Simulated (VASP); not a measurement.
Runs of VASP 6.6.1 on BN. The structure is cubic, space group F-43m (No. 216). Conventional cell: a = 3.615 Å, b = 3.615 Å, c = 3.615 Å, α = 90.00°, β = 90.00°, γ = 90.00°. B (site symmetry -43m) is surrounded by 4 N at 1.57 Å. Around N (site symmetry -43m) lie 4 B at 1.57 Å. 

| level | k mesh | grid for exact exchange (PRECFOCK) | screening parameter | gap on the mesh (eV) | pressure (GPa) |
| --- | --- | --- | --- | --- | --- |
| PBE | 10 × 10 × 10 | - | - | (a) | 3.3 |
| TB-mBJ | 10 × 10 × 10 | - | - | 5.79 | - |
| r2SCAN | 10 × 10 × 10 | - | - | 4.98 | (b) |
| HSE06 | 8 × 8 × 8 | Fast | 0.2 1/A | 5.80 | -5.7 |

Alike in all rows: task single point; potentials or basis VASP PAW PBE potentials, release 64 (B, N); no spin polarisation; cell as given; cutoff (eV) 520; smearing fermi-dirac 0.05 eV.

Problem. Estimate the missing entries.

Solution. (a) 4.46; (b) -0.6.

Caveats: the PAW data sets were made with another functional, which shifts forces and pressure a little (some runs).

A k mesh can miss the band edges.

Not every run made on this cell is shown here.
